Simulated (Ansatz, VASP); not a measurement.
# Cross-check of Ta26W (Ta wire along [111], 3 atoms a period) between VASP and Ansatz, part 3 of 3

One calculation is typed for both programs; each brings its own data sets. How far apart do they land? Of the first pair: The structure shown is the start of the Ansatz relaxation below; VASP solves that cell, so the two are compared at the walk's first step.

VASP 6.6.1 and Ansatz 0.2.0.

So far. Step 4 (Differences): The forces differ by 16 meV/Å r.m.s., which is 6.7 % of the r.m.s. force of 0.244 eV/Å (both taken over all components). Moments aren't recorded for both runs of this pair, so they may hold unlike magnetic states.

## Step 5: Ansatz: relaxation, PBE

Level of this step: Ansatz beside VASP: Kohn-Sham DFT, plane waves, PBE (Ansatz).

This run makes the geometry at which the two programs are then compared.

The structure compared here is the end of the Ansatz relaxation.

Contents of input.yaml:

```yaml
crystal:
  lattice:
    - [9.148, 0.0, 0.0]
    - [0.0, 9.511, 0.0]
    - [0.0, 0.0, 24.2333502014]
  atoms:
    - { symbol: Ta, position: [0.380367183, 0.371990335, 9.7781e-05] }
    - { symbol: Ta, position: [0.380367183, 0.627985341, 0.036939256] }
    - { symbol: Ta, position: [0.610887247, 0.499987838, 0.074074074] }
    - { symbol: Ta, position: [0.380367183, 0.371990335, 0.111208892] }
    - { symbol: Ta, position: [0.380367183, 0.627985341, 0.148050367] }
    - { symbol: Ta, position: [0.610887247, 0.499987838, 0.185185185] }
    - { symbol: Ta, position: [0.380367183, 0.371990335, 0.222320003] }
    - { symbol: Ta, position: [0.380367183, 0.627985341, 0.259161478] }
    - { symbol: Ta, position: [0.610887247, 0.499987838, 0.296296296] }
    - { symbol: Ta, position: [0.380367183, 0.371990335, 0.333431114] }
    - { symbol: Ta, position: [0.380367183, 0.627985341, 0.370272589] }
    - { symbol: Ta, position: [0.610887247, 0.499987838, 0.407407407] }
    - { symbol: W, position: [0.380367183, 0.371990335, 0.444542226], spin: 2.0 }
    - { symbol: Ta, position: [0.380367183, 0.627985341, 0.4813837] }
    - { symbol: Ta, position: [0.610887247, 0.499987838, 0.518518519] }
    - { symbol: Ta, position: [0.380367183, 0.371990335, 0.555653337] }
    - { symbol: Ta, position: [0.380367183, 0.627985341, 0.592494812] }
    - { symbol: Ta, position: [0.610887247, 0.499987838, 0.62962963] }
    - { symbol: Ta, position: [0.380367183, 0.371990335, 0.666764448] }
    - { symbol: Ta, position: [0.380367183, 0.627985341, 0.703605923] }
    - { symbol: Ta, position: [0.610887247, 0.499987838, 0.740740741] }
    - { symbol: Ta, position: [0.380367183, 0.371990335, 0.777875559] }
    - { symbol: Ta, position: [0.380367183, 0.627985341, 0.814717034] }
    - { symbol: Ta, position: [0.610887247, 0.499987838, 0.851851852] }
    - { symbol: Ta, position: [0.380367183, 0.371990335, 0.88898667] }
    - { symbol: Ta, position: [0.380367183, 0.627985341, 0.925828145] }
    - { symbol: Ta, position: [0.610887247, 0.499987838, 0.962962963] }
magnetization:
  spin_polarized: true
kpoints:
  mp_grid: { grid: [1, 1, 2] }
scf:
  occupations: { method: fermi_dirac, width: 0.1 }
hamiltonian:
  xc: pbe
relax:
  constraints:
    - { sites: [0, 1, 2, 3, 4, 5, 6, 7, 8, 18, 19, 20, 21, 22, 23, 24, 25, 26] }
  f_tol: 0.06
  max_steps: 35
basis:
  ecutwfc: "350 eV"
```

On the command line:

```
ansatz run input.yaml --threads 4 --pin off --max-ram 16384MiB --backend cpu --events-out ev --progress --plain --runs-dir out
```

Numbers of over 12 decimals in the logs are rounded to 6 here.

The program printed:

```text
[...]
Crystal: 27 atoms, lattice volume = 2108.462 Å³
Basis set: ecut = 350 eV, 31339 PW (Γ), exchange–correlation on 120×120×300 points (8 copies of the dense FFT grid, shifted against one another)
Bands: 213, of which v1, the nominal top of the filled ones, is band 176 counted from 1 (175 counted from 0)
Symmetry: 1 space group operations
[...]
- { symbol: Ta, position: [0.380367183, 0.371990, 0.222320] }
    - { symbol: Ta, position: [0.380367183, 0.627985341, 0.259161478] }
[...]
- { symbol: W, position: [0.388036, 0.385304, 0.444671] }
[...]
- { symbol: Ta, position: [0.610887, 0.499988, 0.851852] }
    - { symbol: Ta, position: [0.380367183, 0.371990, 0.888987] }
    - { symbol: Ta, position: [0.380367183, 0.627985341, 0.925828] }
    - { symbol: Ta, position: [0.610887, 0.499988, 0.962963] }
[key lines of the parts left out:]
SCF converged after 12 iterations
Magnetization: 0.0002 μB (176.0001 up, 175.9999 down)
Free energy (F): -268555.907789 eV
Fermi energy:    1.615134 eV
```

## Step 6: VASP: single point, PBE, relaxed cell, pair 2

The same cell, functional, mesh and smearing now go to VASP, with its own data sets.

Contents of INCAR:

```
SYSTEM = Ta26W
PREC = Accurate
ENCUT = 520
EDIFF = 1E-06
NELM = 200
ISMEAR = -1
SIGMA = 0.1
LREAL = .FALSE.
ALGO = Normal
GGA = PE
NBANDS = 172
ISPIN = 2
MAGMOM = -0 0 -0 -0 0 -0 0 0 -0 0 0 -0 -0 0 0 -0 0 0 -0 0 -0 -0 0 -0 0 -0 0
LASPH = .TRUE.
LMAXMIX = 4
LORBIT = 11
LWAVE = .FALSE.
LCHARG = .FALSE.
ISIF = 2
GGA_COMPAT = .FALSE.
KPAR = 2
```

Contents of POSCAR:

```
Ta26W
1.0
    9.1480000000      0.0000000000      0.0000000000
    0.0000000000      9.5110000000      0.0000000000
    0.0000000000      0.0000000000     24.2333502014
Ta W
26 1
Direct
    0.3803671830      0.3719903350      0.0000977810
    0.3803671830      0.6279853410      0.0369392560
    0.6108872470      0.4999878380      0.0740740740
    0.3803671830      0.3719903350      0.1112088920
    0.3803671830      0.6279853410      0.1480503670
    0.6108872470      0.4999878380      0.1851851850
    0.3803671830      0.3719903350      0.2223200030
    0.3803671830      0.6279853410      0.2591614780
    0.6108872470      0.4999878380      0.2962962960
    0.3779475433      0.3783847824      0.3349375113
    0.3869766270      0.6365972437      0.3695192522
    0.6140752345      0.5014031352      0.4081961570
    0.3765961248      0.6318181901      0.4807711082
    0.6134035083      0.5119748530      0.5194056460
    0.3873048698      0.3726351622      0.5542985408
    0.3742432534      0.6270189747      0.5925335484
    0.6091433759      0.5045674492      0.6297855565
    0.3803671830      0.3719903350      0.6667644480
    0.3803671830      0.6279853410      0.7036059230
    0.6108872470      0.4999878380      0.7407407410
    0.3803671830      0.3719903350      0.7778755590
    0.3803671830      0.6279853410      0.8147170340
    0.6108872470      0.4999878380      0.8518518520
    0.3803671830      0.3719903350      0.8889866700
    0.3803671830      0.6279853410      0.9258281450
    0.6108872470      0.4999878380      0.9629629630
    0.3880362079      0.3853036839      0.4446714237
```

Contents of KPOINTS:

```
Automatic mesh
0
Gamma
1 1 2
0 0 0
```

Potentials, in the order of the species: Ta_pv and W (PBE family, release 64).

On the command line:

```
mpirun -np 4 vasp_std
```

The program printed:

```text
[banner, memory and clock lines left out]
running    4 mpi-ranks, on    1 nodes
[...]
[... a notice as in an earlier step ...]

 LDA part: xc-table for (Slater+PW92), standard interpolation
 POSCAR, INCAR and KPOINTS ok, starting setup
[...]
entering main loop
       N       E                     dE             d eps       ncg     rms          rms(c)
DAV:   1     0.214636245167E+04    0.21464E+04   -0.15213E+05  1792   0.137E+03
DAV:   2    -0.933158065084E+02   -0.22397E+04   -0.21873E+04  1608   0.334E+02
DAV:   3    -0.273014229040E+03   -0.17970E+03   -0.16895E+03  1760   0.689E+01
DAV:   4    -0.289172077148E+03   -0.16158E+02   -0.15457E+02  1872   0.156E+01
[...]
DAV:  24    -0.253116926196E+03    0.19698E-04   -0.14913E-05  1432   0.131E-02    0.529E-03
DAV:  25    -0.253116923641E+03    0.25554E-05   -0.55105E-06  1376   0.882E-03    0.343E-03
DAV:  26    -0.253116924474E+03   -0.83377E-06   -0.24682E-06  1024   0.590E-03
   1 F= -.25311692E+03 E0= -.25237426E+03  d E =-.148533E+01  mag=    -0.0060
```

OUTCAR, selected parts (step 6):

```text
  Total        2.1404520      1.7039955      0.0862104     -0.0990273      0.4288025      0.0325802
  in kB        1.6264858      1.2948314      0.0655095     -0.0752488      0.3258383      0.0247571
  external PRESSURE =       0.9956089 kB  Pullay stress =       0.0000000 kB

 POSITION                                       TOTAL-FORCE (eV/Angst)
 -----------------------------------------------------------------------------------
      3.47960      3.53800      0.00237        -0.006584     -0.013340      0.045606
      3.47960      5.97277      0.89516        -0.011954      0.014384      0.032966
      5.58840      4.75538      1.79506         0.029780     -0.001222      0.042225
      3.47960      3.53800      2.69496        -0.062221     -0.048831      0.012894
      3.47960      5.97277      3.58776        -0.021732      0.078759     -0.069288
      5.58840      4.75538      4.48766         0.063820     -0.014147     -0.033907
      3.47960      3.53800      5.38756        -0.009657     -0.028394      0.183343
      3.47960      5.97277      6.28035        -0.073288      0.063367     -0.073228
      5.58840      4.75538      7.18025         0.052946     -0.054776      0.014550
      3.45746      3.59882      8.11666         0.013688     -0.017399      0.071931
      3.54006      6.05468      8.95469         0.054553     -0.011581      0.014227
      5.61756      4.76885      9.89196        -0.066304     -0.018739      0.018489
      3.44510      6.00922     11.65069         0.001648     -0.060714      0.003285
      5.61142      4.86939     12.58694        -0.031190      0.024090     -0.019255
[...]
-----------------------------------------------------------------------------------
    total drift:                                0.000308     -0.000872     -0.000115

  FREE ENERGIE OF THE ION-ELECTRON SYSTEM (eV)
  ---------------------------------------------------
  free  energy   TOTEN  =      -253.1169244743 eV

  energy  without entropy=     -251.6315990092  energy(sigma->0) =     -252.37426174

 magnetization (x)
# of ion       s       p       d       tot
------------------------------------------
    1       -0.000  -0.000  -0.000  -0.000
    2       -0.000  -0.000  -0.000  -0.000
    3       -0.000  -0.000  -0.000  -0.000
    4       -0.000  -0.000  -0.000  -0.000
    5       -0.000  -0.000  -0.000  -0.000
    6       -0.000  -0.000  -0.000  -0.000
    7       -0.000  -0.000  -0.000  -0.000
    8       -0.000  -0.000  -0.000  -0.000
    9       -0.000  -0.000  -0.000  -0.000
   10       -0.000  -0.000  -0.000  -0.000
   11       -0.000  -0.000  -0.000  -0.000
   12       -0.000  -0.000  -0.000  -0.000
   13       -0.000  -0.000  -0.000  -0.000
[...]
--------------------------------------------------
tot         -0.000  -0.000  -0.001  -0.002

[... 2 parts as in an earlier step ...]

[... 1 further part left out ...]
[key lines of the parts left out:]
E-fermi :  -1.4211
```

## Step 7: Differences

What differs besides the data sets and the points named for the pairs above, as far as they apply: the data sets hold 352 valence electrons in Ansatz (on its default PAW (the set named soft_2) files) and 292 in VASP. Total energies have different zeros and are not compared.

Forces on 9 of the 27 atoms, those with the largest forces and the largest differences (eV/Å; atoms numbered as in POSCAR):

| atom | Ansatz x, y, z | VASP x, y, z |
| --- | --- | --- |
| Ta5 | -0.019, 0.072, -0.069 | -0.022, 0.079, -0.069 |
| Ta7 | -0.008, -0.023, 0.180 | -0.010, -0.028, 0.183 |
| Ta8 | -0.069, 0.057, -0.074 | -0.073, 0.063, -0.073 |
| Ta12 | -0.025, 0.010, -0.002 | -0.066, -0.019, 0.018 |
| Ta13 | 0.005, -0.011, 0.023 | 0.002, -0.061, 0.003 |
| Ta18 | 0.012, 0.020, -0.140 | 0.009, 0.016, -0.144 |
| Ta19 | -0.055, 0.058, 0.033 | -0.057, 0.065, 0.032 |
| Ta21 | -0.017, -0.085, 0.015 | -0.021, -0.091, 0.016 |
| W27 | 0.001, -0.005, -0.004 | 0.052, 0.084, -0.004 |

The forces differ by 15 meV/Å r.m.s., which is 32.4 % of the r.m.s. force of 0.047 eV/Å (both taken over all components).

## Step 8: Outcome

```json
{
 "r.m.s. force difference (single point, PBE, start cell, pair 1)": "6.7 % of the r.m.s. force",
 "r.m.s. force difference (single point, PBE, relaxed cell, pair 2)": "15 meV/Å"
}
```

What this shows: The r.m.s. force difference is 6.7 % of the r.m.s. force (single point, PBE, start cell, pair 1), beyond the 3 % picked in this series as the mark of a large difference. The data sets hold unlike numbers of valence electrons (352 in Ansatz and 292 in VASP), so part of the differences comes from the potentials. Ansatz's own log doubts the convergence of its single point, PBE, start cell, pair 1 run, which may account for the difference. Ansatz's own log doubts the convergence of its single point, PBE, relaxed cell, pair 2 run, which may account for the difference. Such differences can come from data sets, numerical settings and the points named under the comparisons, not from the functional's error against experiment.

[Lines on the potential files, build, host, timing and source positions are cut from VASP's logs without a mark.]

[Logs are printed without paths, hosts, clocks, repeated set-up lines and the standing remarks that a program may print on its own settings, such as how far it seeks lower states.]

[Hosts, paths, dates, database ids (printed as entryN), source tags and the programs' standing remarks are cut or masked in the printed files.]
